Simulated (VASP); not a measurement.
Given:

```
CELL_PARAMETERS angstrom
      0.00000     2.96299     2.96299
      2.96299     0.00000     2.96299
      2.96299     2.96299     0.00000
ATOMIC_POSITIONS crystal
  Cu 0.00000 0.00000 0.00000
  I  0.25000 0.25000 0.25000
```

Calculation: revPBE GGA, VASP's PBE PAW potentials (set 64) (plane waves; VASP 6.6.1). Run with 300 eV cut-off, 15×15×15 Γ-centred mesh, Gaussian smearing of 0.010 eV, potentials Cu I.

Task: Give the electronic dielectric tensor ε∞ (DFPT, local fields included).

Result: 
```
6.34  0.00  0.00
0.00  6.34  0.00
0.00  0.00  6.34
```

Task: Give the Born effective charges.

Result: 
| atom | Z*xx | Z*yy | Z*zz | mean |
|---|---|---|---|---|
| Cu1 | 0.99 | 0.99 | 0.99 | 0.99 |
| I2 | -0.99 | -0.99 | -0.99 | -0.99 |

The structure is a typed CuI crystal. The cell was not relaxed at this level. The run is one of a series of settings (EDIFF = 1E-8, ISMEAR = 0, LEPSILON = .TRUE., KPOINTS 15×15×15 Γ-centred mesh against the base run), some of them coarse on purpose.
